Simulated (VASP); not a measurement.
# TiCO3 (R-3c) in VASP: single point with r2SCAN

Aim: the single point of TiCO3 with r2SCAN.

All numbers are computed with VASP 6.6.1; they aren't measurements. Logs are shortened: lines on timing, memory, paths and dates and some standing lists are left out, and cuts for length are marked.

### Step 1. The crystal as given

It takes space group R-3c (No. 167, trigonal). The conventional cell has a = 4.764 Å, b = 4.764 Å, c = 14.197 Å, α = 90.00°, β = 90.00°, γ = 120.00°. Ti (site symmetry -3) is surrounded by 6 O at 2.11 Å. C (site symmetry 32) has 3 O at 1.31 Å as nearest neighbours. O (site symmetry 2) has 1 C at 1.31 Å as nearest neighbours.

The cell was built by a generator and needn't be a form met in nature.

### Step 2. Single point, r2SCAN

Contents of POSCAR:

```
TiCO3
1.0
    2.3822183008      4.1261231317     -0.0000013527
   -2.3822183008      4.1261231317     -0.0000013527
    0.0000000000     -2.7507472031      4.7323399528
Ti C O
2 2 6
Direct
    0.0000000000      0.0000000000      0.0000000000
    0.5000000000      0.5000000000      0.5000000000
    0.2500000000      0.2500000000      0.7500000000
    0.7500000000      0.7500000000      0.2500000000
    0.5248807187      0.9751192813      0.7500000000
    0.2500000000      0.5248807187      0.7500000000
    0.9751192813      0.2500000000      0.7500000000
    0.4751192813      0.0248807187      0.2500000000
    0.7500000000      0.4751192813      0.2500000000
    0.0248807187      0.7500000000      0.2500000000
```

Contents of INCAR.step1:

```
SYSTEM = TiCO3
  PREC = Accurate
  ENCUT = 520
  ISMEAR = 0
  SIGMA = 0.0182
  LREAL = .FALSE.
  LASPH = .TRUE.
  NELM = 100
  NBANDS = 45
  GGA = PE
  ALGO = Normal
  EDIFF = 1E-4
  LWAVE = .TRUE.
  LCHARG = .FALSE.
```

Contents of INCAR.step2:

```
SYSTEM = TiCO3
  PREC = Accurate
  ENCUT = 520
  EDIFF = 1E-7
  ISMEAR = 0
  SIGMA = 0.0182
  LREAL = .FALSE.
  LASPH = .TRUE.
  NELM = 100
  ALGO = Normal
  ISIF = 2
  LWAVE = .FALSE.
  LCHARG = .TRUE.
  METAGGA = R2SCAN
  LMIXTAU = .TRUE.
  LELF = .TRUE.
  LVHAR = .TRUE.
  NBANDS = 45
  ISTART = 1
```

Contents of KPOINTS:

```
Automatic mesh
0
G
  5 5 5
  0 0 0
```

Potentials or basis: VASP PAW PBE potentials, release 64 (Ti_sv, C, O).

Command:

```bash
$ cat potpaw_PBE.64/Ti_sv/POTCAR potpaw_PBE.64/C/POTCAR potpaw_PBE.64/O/POTCAR > POTCAR
$ cp INCAR.step1 INCAR
$ mpirun -np 1 vasp_std > vasp.out
$ cp INCAR.step2 INCAR
$ mpirun -np 1 vasp_std > vasp.out
```

OUTCAR:

```text
SYSTEM = TiCO3
   PREC = Accurate
   ENCUT = 520
   EDIFF = 1E-7
   ISMEAR = 0
   LREAL = .FALSE.
   LASPH = .TRUE.
   NELM = 100
   ISIF = 2
   METAGGA = R2SCAN
   ISTART = 1

 ion  position               nearest neighbor table
   1  0.000  0.000  0.000-   5 2.11   8 2.11   6 2.11   9 2.11   7 2.11  10 2.11
   2  0.500  0.500  0.500-   5 2.11   8 2.11   7 2.11  10 2.11   9 2.11   6 2.11
   3  0.250  0.250  0.750-   6 1.31   7 1.31   5 1.31
   4  0.750  0.750  0.250-   9 1.31  10 1.31   8 1.31
   5  0.525  0.975  0.750-   3 1.31   2 2.11   1 2.11
   6  0.250  0.525  0.750-   3 1.31   1 2.11   2 2.11
   7  0.975  0.250  0.750-   3 1.31   2 2.11   1 2.11
   8  0.475  0.025  0.250-   4 1.31   2 2.11   1 2.11
   9  0.750  0.475  0.250-   4 1.31   1 2.11   2 2.11
  10  0.025  0.750  0.250-   4 1.31   2 2.11   1 2.11

  LATTYP: Found a trigonal (rhomboedric) cell.
 ALAT       =     5.4737237420
 COS(alpha) =     0.6211848327

  Lattice vectors:

 A1 = (  -2.3822183008,   1.3753759286,   4.7323386001)
 A2 = (   0.0000000000,  -2.7507472031,   4.7323399528)
 A3 = (   2.3822183008,   1.3753759286,   4.7323386001)

Analysis of symmetry for initial positions (statically):
=====================================================================
 Subroutine PRICEL returns:
 Original cell was already a primitive cell.

 Routine SETGRP: Setting up the symmetry group for a
 trigonal (rhombohedral) supercell.

 Subroutine GETGRP returns: Found 12 space group operations
 (whereof  6 operations were pure point group operations)
 out of a pool of 12 trial point group operations.

The static configuration has the point symmetry S_6 .
 The point group associated with its full space group is D_3d.

Analysis of symmetry for dynamics (positions and initial velocities):
=====================================================================
 Subroutine PRICEL returns:
 Original cell was already a primitive cell.

 Routine SETGRP: Setting up the symmetry group for a
 trigonal (rhombohedral) supercell.

 Subroutine GETGRP returns: Found 12 space group operations
 (whereof  6 operations were pure point group operations)
 out of a pool of 12 trial point group operations.

The dynamic configuration has the point symmetry S_6 .
 The point group associated with its full space group is D_3d.

 Subroutine INISYM returns: Found 12 space group operations
 (whereof  6 operations are pure point group operations),
 and found     1 'primitive' translations

----------------------------------------------------------------------------------------

                                     Primitive cell

  volume of cell :      93.0314

  direct lattice vectors                    reciprocal lattice vectors
     2.382218301  4.126123132 -0.000001353     0.209888405  0.121179150  0.070437292
    -2.382218301  4.126123132 -0.000001353    -0.209888405  0.121179150  0.070437292
     0.000000000 -2.750747203  4.732339953     0.000000000  0.000000069  0.211311994

  length of vectors
     4.764436602  4.764436602  5.473723742     0.252386492  0.252386492  0.211311994

  position of ions in fractional coordinates (direct lattice)
     0.000000000  0.000000000  0.000000000
     0.500000000  0.500000000  0.500000000
     0.250000000  0.250000000  0.750000000
     0.750000000  0.750000000  0.250000000
     0.524880719  0.975119281  0.750000000
     0.250000000  0.524880719  0.750000000
     0.975119281  0.250000000  0.750000000
     0.475119281  0.024880719  0.250000000
     0.750000000  0.475119281  0.250000000
     0.024880719  0.750000000  0.250000000

  ion indices of the primitive-cell ions
   primitive index   ion index
                 1           1
                 2           2
                 3           3
                 4           4
                 5           5
                 6           6
                 7           7
                 8           8
                 9           9
                10          10

----------------------------------------------------------------------------------------

 KPOINTS: Automatic mesh

Automatic generation of k-mesh.
 Grid dimensions read from file:
 generate k-points for:    5    5    5

 Generating k-lattice:

  Cartesian coordinates                     Fractional coordinates (reciprocal lattice)
     0.041977681  0.024235830  0.014087458     0.200000000  0.000000000  0.000000000
    -0.041977681  0.024235830  0.014087458     0.000000000  0.200000000  0.000000000
     0.000000000  0.000000014  0.042262399    -0.000000000 -0.000000000  0.200000000

  Length of vectors
     0.050477298  0.050477298  0.042262399

  Shift w.r.t. Gamma in fractional coordinates (k-lattice)
     0.000000000  0.000000000  0.000000000

 Subroutine IBZKPT returns following result:
 ===========================================

 Found     19 irreducible k-points:

 Following reciprocal coordinates:
            Coordinates               Weight
  0.000000  0.000000  0.000000      1.000000
  0.200000 -0.000000  0.000000      6.000000
  0.400000 -0.000000  0.000000      6.000000
  0.200000  0.200000 -0.000000      6.000000
  0.400000  0.200000  0.000000     12.000000
 -0.400000  0.200000  0.000000     12.000000
[... 11 lines left out ...]
  0.000000  0.000000  0.400000      2.000000
  0.200000 -0.000000  0.400000      6.000000
   k-points           NKPTS =     19   k-points in BZ     NKDIM =     19   number of bands    NBANDS=     45
   number of dos      NEDOS =    301   number of ions     NIONS =     10
   total plane-waves  NPLWV =  54432
   dimension x,y,z NGX =    36 NGY =   36 NGZ =   42
   dimension x,y,z NGXF=    72 NGYF=   72 NGZF=   84
   ions per type =               2   2   6
   NGX,Y,Z   is equivalent  to a cutoff of  12.56, 12.56, 12.76 a.u.
   NGXF,Y,Z  is equivalent  to a cutoff of  25.12, 25.12, 25.51 a.u.
 SYSTEM =  TiCO3
   PREC   = accura    normal or accurate (medium, high low for compatibility)
   ISTART =      1    job   : 0-new  1-cont  2-samecut
   ICHARG =      0    charge: 1-file 2-atom 10-const
   ISPIN  =      1    spin polarized calculation?
   LNONCOLLINEAR =      F non collinear calculations
   LSORBIT =      F    spin-orbit coupling
   LASPH  =      T    aspherical Exc in radial PAW
   ENCUT  =  520.0 eV  38.22 Ry    6.18 a.u.   8.86  8.86 10.18*2*pi/ulx,y,z
   NELM   =    100;   NELMIN=  2; NELMDL=  0     # of ELM steps
   EDIFF  = 0.1E-06   stopping-criterion for ELM
   LREAL  =      F    real-space projection
   EDIFFG = 0.1E-05   stopping-criterion for IOM
   NSW    =      0    number of steps for IOM
   IBRION =     -1    ionic relax: 0-MD 1-quasi-New 2-CG
   NFREE  =      0    steps in history (QN), initial steepest desc. (CG)
   ISIF   =      2    stress and relaxation
   ISYM   =      2    0-nonsym 1-usesym 2-fastsym
   POTIM  = 0.5000    time-step for ionic-motion
   TEBEG  =    0.0;   TEEND  =   0.0 temperature during run
   PSTRESS=    0.0 pullay stress
   NELECT =      68.0000    total number of electrons
   NUPDOWN=      -1.0000    fix difference up-down
   EMIN   =  10.00;   EMAX   =-10.00  energy-range for DOS
   EFERMI =   0.00;   METHOD = LEGACY
   ISMEAR =     0;   SIGMA  =   0.02  broadening in eV -4-tet -1-fermi 0-gaus
   EFERMI_NEDOS =   21; number of points for ismear=-14 and -15
   IALGO  =     38    algorithm
   IMIX   =      4    mixing-type and parameters
     AMIX     =   0.40;   BMIX     =  1.00
     AMIX_MAG =   1.60;   BMIX_MAG =  1.00
  volume/ion in A,a.u.               =       9.30        62.78
  Fermi-wavevector in a.u.,A,eV,Ry     =   1.474692  2.786763 29.588807  2.174716
  Thomas-Fermi vector in A             =   2.589432
   LORBIT       =      0    0 simple, 1 ext, 2 COOP (PROOUT), +10 PAW based schemes
   METAGGA = R2SCAN    functional components
   LHFCALC =     F    Hartree Fock is set to
   AEXX    =    0.0000 exact exchange contribution
   IVDW    =     0    specifies the selected vdW correction
   LEPSILON=     F    determine dielectric tensor
   LRPA    =     F    only Hartree local field effects (RPA)
 non-spin polarized calculation
 Gauss-broadening in eV      SIGMA  =   0.02
  energy-cutoff  :      520.00
  volume of cell :       93.03
 maximum number of plane-waves:      2522
   NGX = 17   NGY = 17   NGZ = 21

 number of electron      67.9999987 magnetization

 Free energy of the ion-electron system (eV)
  ---------------------------------------------------
  ext. energy  EPLUGINS =         0.00000000
  ---------------------------------------------------
  free energy    TOTEN  =       -98.57426722 eV

  energy without entropy =      -98.57292775  energy(sigma->0) =      -98.57359749

 E-fermi :   8.3751     XC(G=0): -12.1297

 val. band max:        8.3596661611   @ k =  -0.4000   0.2000   0.2000
 cond. band min:       8.3913040237   @ k =  -0.4000   0.4000   0.0000
 fundamental gap:      0.0316378625
 Fermi energy:         8.3750997385

 k-point     1 :       0.0000    0.0000    0.0000
  band No.  band energies     occupation
      1     -52.1829      2.00000
      2     -52.1729      2.00000
      3     -27.6398      2.00000
      4     -27.5334      2.00000
      5     -27.4666      2.00000
      6     -27.4665      2.00000
[... 37 lines left out ...]
     44      11.6130      0.00000
     45      11.6131      0.00000

 k-point     2 :       0.2000   -0.0000    0.0000
  band No.  band energies     occupation
      1     -52.1819      2.00000
      2     -52.1738      2.00000
      3     -27.6285      2.00000
      4     -27.5429      2.00000
      5     -27.4629      2.00000
      6     -27.4622      2.00000
[... 808 lines left out ...]
 k-point    19 :       0.2000   -0.0000    0.4000
  band No.  band energies     occupation
      1     -52.1781      2.00000
      2     -52.1775      2.00000
      3     -27.5971      2.00000
      4     -27.5888      2.00000
      5     -27.4533      2.00000
      6     -27.4522      2.00000
[... 37 lines left out ...]
     44      11.4109      0.00000
     45      13.6277      0.00000

------------------------ aborting loop because EDIFF is reached ----------------------------------------

  FORCE on cell =-STRESS in cart. coord.  units (eV):
  Direction    XX          YY          ZZ          XY          YZ          ZX
  --------------------------------------------------------------------------------------
  -------------------------------------------------------------------------------------
  Total        1.4743529      1.4743529      0.0447239     -0.0000000     -0.0000005      0.0000000
  in kB       25.3911550     25.3911550      0.7702297     -0.0000000     -0.0000081      0.0000000
  external PRESSURE =      17.1841799 kB  Pullay stress =       0.0000000 kB

 VOLUME and BASIS-vectors are now :
 -----------------------------------------------------------------------------
  energy-cutoff  :      520.00
  volume of cell :       93.03
      direct lattice vectors                 reciprocal lattice vectors
     2.382218301  4.126123132 -0.000001353     0.209888405  0.121179150  0.070437292
    -2.382218301  4.126123132 -0.000001353    -0.209888405  0.121179150  0.070437292
     0.000000000 -2.750747203  4.732339953     0.000000000  0.000000069  0.211311994

 POSITION                                       TOTAL-FORCE (eV/Angst)
 -----------------------------------------------------------------------------------
      0.00000      0.00000      0.00000        -0.000000      0.000000      0.000000
      0.00000      2.75075      2.36617        -0.000000      0.000000      0.000000
      0.00000      0.00000      3.54925        -0.000000      0.000000      0.000000
      0.00000      5.50150      1.18308        -0.000000      0.000000      0.000000
     -1.07257      4.12612      3.54925         0.341427      0.000000     -0.000000
     -0.65483      1.13419      3.54925        -0.170714      0.295685     -0.000000
      1.72739      2.99193      3.54925        -0.170714     -0.295685      0.000000
      1.07257      1.37537      1.18308        -0.341427      0.000000      0.000000
      0.65483      4.36731      1.18308         0.170714     -0.295685      0.000000
     -1.72739      2.50957      1.18308         0.170714      0.295685     -0.000000
 -----------------------------------------------------------------------------------
    total drift:                                0.000000     -0.000000      0.000000

  FREE ENERGIE OF THE ION-ELECTRON SYSTEM (eV)
  ---------------------------------------------------
  free  energy   TOTEN  =       -98.5742672224 eV

  energy  without entropy=      -98.5729277501  energy(sigma->0) =      -98.57359749
```

It took 5.7 min on 1 thread of Intel Xeon Platinum 8375C at 2.90GHz (Ice Lake), shared host; peak memory 0.26 GiB.

What came out:

```
Free energy            : -98.5743 eV
Pressure               : 1.7 GPa
Largest force          : 0.341 eV/Å
Band gap on the k mesh : none (metal or under the smearing width)
```

Forces in eV/Å, atoms in the order of the input:
```
Ti   0.000  0.000  0.000
Ti   0.000  0.000  0.000
C    0.000  0.000  0.000
C    0.000  0.000  0.000
O    0.341  0.000  0.000
O   -0.171  0.296  0.000
O   -0.171 -0.296  0.000
O   -0.341  0.000  0.000
O    0.171 -0.296  0.000
O    0.171  0.296  0.000
```

Levels at points of the mesh, in eV from the Fermi level:
| k point | band 31 | band 32 | band 33 | band 34 | band 35 | band 36 | band 37 | band 38 |
| --- | --- | --- | --- | --- | --- | --- | --- | --- |
| (0.00, 0.00, 0.00) | -5.42 | -5.42 | 0.23 | 0.23 | 0.25 | 0.28 | 0.57 | 0.57 |

Caveat: the PAW data sets were made with another functional, which shifts forces and pressure a little; semilocal functionals often make such compounds metallic where correlation or magnetic order opens a gap, which also shifts bond lengths.
